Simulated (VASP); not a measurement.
The system is MoS2.

```
Mo S
1.0
     3.16100    0.00000    0.00000
    -1.58050    2.73751    0.00000
     0.00000    0.00000   11.68025
Mo S
2 4
Direct
  0.33333 0.66667 0.25000
  0.66667 0.33333 0.75000
  0.66667 0.33333 0.38399
  0.66667 0.33333 0.11601
  0.33333 0.66667 0.88399
  0.33333 0.66667 0.61601
```

The cell was built by a generator and needn't be a form met in nature.

Base run:

- Program: VASP 6.6.1
- Functional: optB86b-vdW
- Potentials or basis: VASP PAW PBE potentials, release 64 (Mo_sv, S)
- Cutoff: 520 eV
- k mesh: 8 × 8 × 2
- Occupations: fermi-dirac, width 0.05 eV
- Spin: no spin polarisation

Its results: band gap on the k mesh 0.67 eV, indirect (least direct gap 1.87 eV); pressure 2.1 GPa; largest force 0.104 eV/Å.

After a change of settings the same cell gave: band gap on the k mesh 0.65 eV, indirect (least direct gap 1.86 eV); pressure -1.4 GPa; largest force 0.402 eV/Å. Which change was it?
A. functional from optB86b-vdW to vdW-DF2
B. functional from optB86b-vdW to PBEsol
C. functional from optB86b-vdW to LDA; potentials or basis from VASP PAW PBE potentials, release 64 (Mo_sv, S) to VASP PAW LDA potentials, release 64 (Mo_sv, S)
D. functional from optB86b-vdW to SCAN

B.

Caveats: the PAW data sets were made with another functional, which shifts forces and pressure a little.

Runs at the PBE level aren't shown here.
